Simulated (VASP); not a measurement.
These are LDA (Ceperley-Alder, Perdew-Zunger), VASP's LDA PAW potentials (set 64) (plane waves; VASP) values and carry that method's errors.

Input for VASP

**POSCAR**
```
ZrB2
1
    1.5825397314    -2.7410396783     0.0000000000
    1.5825397314     2.7410396783     0.0000000000
    0.0000000000     0.0000000000     3.5285281965
Zr B
1 2
Direct
  0.0000000000   0.0000000000   0.0000000000
  0.3333330000   0.6666670000   0.5000000000
  0.6666670000   0.3333330000   0.5000000000
```

KPOINTS:
```
Automatic mesh
0
Gamma
11 11 9
0 0 0
```

**INCAR**
```
SYSTEM = ZrB2
PREC = Accurate
ENCUT = 520
EDIFF = 1E-7
NELM = 100
ALGO = Normal
LREAL = .FALSE.
LASPH = .TRUE.
ISMEAR = 1
SIGMA = 0.1
LMAXMIX = 4
LWAVE = .FALSE.
LCHARG = .FALSE.
ISIF = 4
IBRION = 2
NSW = 30
EDIFFG = -0.01
```

POTCAR, in this order: Zr_sv B (LDA.64 set). Program: vasp_std.

Q: What will the output report for the number of irreducible k-points (NKPTS), largest plane-wave count, number of space-group operations, FFT grid (NGX, NGY, NGZ)?

A: 
```yaml
number of irreducible k-points (NKPTS): 80
largest_plane_wave_count: 840
number_of_space_group_operations: 24
FFT grid (NGX, NGY, NGZ): 24 × 24 × 28
```

The compound is ZrB2 in the AlB2 type structure. This cell is one point of a volume scan, at 1.03 of the reference volume. Symmetry was kept, so distortions that lower it aren't found.
